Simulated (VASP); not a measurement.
Computed with PBEsol GGA, VASP's PBE PAW potentials (set 64) (plane waves; VASP).

The input files of a VASP run:

INCAR:
```
SYSTEM = BP
PREC = Accurate
ENCUT = 520
EDIFF = 1E-7
NELM = 100
ALGO = Normal
LREAL = .FALSE.
LASPH = .TRUE.
ISMEAR = 0
SIGMA = 0.01
GGA = PS
LWAVE = .FALSE.
LCHARG = .FALSE.
LOPTICS = .TRUE.
NBANDS = 24
NEDOS = 1001
CSHIFT = 0.1
```

**POSCAR**
```
BP
1
   -0.0000000000     2.2605481103     2.2605481103
    2.2605481103     0.0000000000     2.2605481103
    2.2605481103     2.2605481103     0.0000000000
B P
1 1
Direct
  0.0000000000   0.0000000000   0.0000000000
  0.2500000000   0.2500000000   0.2500000000
```

**KPOINTS**
```
Automatic mesh
0
Gamma
18 18 18
0 0 0
```

POTCAR, in this order: B P (PBE.64 set). Program: vasp_std.

What will the output report for the number of irreducible k-points (NKPTS), largest plane-wave count, number of space-group operations, FFT grid (NGX, NGY, NGZ)?

```
Property                                      Result
--------------------------------------  ------------
number of irreducible k-points (NKPTS)           195
largest plane-wave count                         636
number of space-group operations                  24
FFT grid (NGX, NGY, NGZ)                24 × 24 × 24
```

The compound is BP in the zinc blende structure. It was relaxed first.
